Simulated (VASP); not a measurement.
Consider the following.

```xyz
2
Lattice="3.7332 0.0000 0.0000 0.0000 3.7332 0.0000 0.0000 0.0000 3.7332" Properties=species:S:1:pos:R:3 pbc="T T T"
Cs     0.0000     0.0000     0.0000
I      1.8666     1.8666     1.8666
```

All values below come from LDA (Ceperley-Alder, Perdew-Zunger), VASP's LDA PAW potentials (set 64) (plane waves; VASP). Run with 500 eV cut-off, 7×7×7 Γ-centred mesh, Gaussian smearing of 0.050 eV, potentials Cs_sv I.

Energy and stress use the plane-wave basis of the starting cell.

**Question.** The ions, cell shape and volume at an external pressure of 45.0 GPa are relaxed. Which structure does the run end with?

**Answer.** 
```xyz
2
Lattice="3.6151 0.0000 0.0000 0.0000 3.6151 0.0000 0.0000 0.0000 3.6151" Properties=species:S:1:pos:R:3 pbc="T T T"
Cs     0.0000     0.0000     0.0000
I      1.8076     1.8076     1.8076
```
Space group Pm-3m (221), at a tolerance of 0.03 Å.

**Question.** How do energy and volume change from the first to the last step?

**Answer.** The energy (σ→0) changes by +550.8 meV/atom and the volume by -9.2 %, in 5 ionic steps.

The compound is CsI in the CsCl type structure. This run relaxes it under an external pressure of 45 GPa. Symmetry was kept, so distortions that lower it aren't found.
